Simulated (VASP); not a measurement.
An input for Ansatz (written as the equivalent of a VASP run, and not itself run):

Ansatz 0.2 input:
```yaml
crystal:
  lattice:
    - [4.4763567, 0.0000000, 0.0000000]
    - [-2.2381784, 3.8766384, 0.0000000]
    - [0.0000000, 0.0000000, 7.7421354]
  atoms:
    - { symbol: Pb, position: [0.0000000, 0.0000000, 0.0000000] }
    - { symbol: Pb, position: [0.0000000, 0.0000000, 0.5000000] }
    - { symbol: Te, position: [0.3333330, 0.6666670, 0.2500000] }
    - { symbol: Te, position: [0.6666670, 0.3333330, 0.7500000] }
kpoints:
  mp_grid: { grid: [5, 5, 3] }
hamiltonian:
  xc: pbesol
  pseudopotentials: { kind: paw }
scf:
  occupations: { method: gaussian, width: 0.05 }
  max_iter: 100
relax:
  max_steps: 60
  f_tol: 0.02
  cell: {}
output: { forces: true, stress: true, eigenvalues: true }
```

Question: Translate this input to VASP (INCAR, KPOINTS, POSCAR, choice of POTCAR).

Answer: One answer among several that fit: 
KPOINTS:
```
kpoints
0
Gamma
 5 5 3
0 0 0
```

**INCAR**
```
ALGO = Normal
EDIFF = 1E-6
EDIFFG = -0.02
ENCUT = 400
GGA = PS
IBRION = 2
ISIF = 3
ISMEAR = 0
LASPH = .TRUE.
LCHARG = .FALSE.
LMAXMIX = 4
LREAL = .FALSE.
LWAVE = .FALSE.
NELM = 100
NSW = 60
PREC = Accurate
SIGMA = 0.05
SYSTEM = PbTe
```

POSCAR:
```
PbTe
1
    4.4763567386     0.0000000000     0.0000000000
   -2.2381783693     3.8766383989    -0.0000000000
    0.0000000000    -0.0000000000     7.7421354210
Pb Te
2 2
Direct
  0.0000000000   0.0000000000   0.0000000000
  0.0000000000   0.0000000000   0.5000000000
  0.3333330000   0.6666670000   0.2500000000
  0.6666670000   0.3333330000   0.7500000000
```

POTCAR, in this order: Pb_d Te (PBE.64 set). Program: vasp_std.

What does not carry over: each code has its own PAW files, so the cut-off isn't converted (ENCUT is set for VASP's; basis.ecutwfc is left out, and Ansatz then takes the one that its files recommend); Ansatz stops its SCF on the density residual and VASP on the energy change (EDIFF).

The structure was generated: PbTe was put into the NiAs type type (P6_3/mmc), which need not be its known phase. This run relaxes it. Symmetry was kept, so distortions that lower it aren't found. The start is the result of an earlier pass.
